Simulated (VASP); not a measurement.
Input:

```
CELL_PARAMETERS angstrom
      2.89269     0.00000     0.00000
      0.00000     2.89269     0.00000
      0.00000     0.00000     2.89269
ATOMIC_POSITIONS crystal
  Al 0.50000 0.50000 0.50000
  Ni 0.00000 0.00000 0.00000
```

Method: PBE GGA, VASP's PBE PAW potentials (set 64) (plane waves; VASP 6.6.1). Numerical set-up: 480 eV cut-off, 12×12×12 Γ-centred mesh, first-order Methfessel-Paxton smearing of 0.10 eV, potentials Al Ni.

**Question.** Estimate the energy per atom (σ→0), band gap (on the k-mesh) with the smallest direct gap where there is one.

**Answer.** 
| Item | Result |
|---|---|
| band gap (on the k-mesh) | none (metal, semimetal or under 0.01 eV) |
| energy per atom (σ→0) | -5.268 eV/atom |

Only differences to runs with the same potentials and settings are physical.

The compound is NiAl in the CsCl type structure. It was relaxed first. The run is not spin-polarised, so no magnetic state was tried. The electron count is odd and the run is not spin-polarised, which forces a metal.
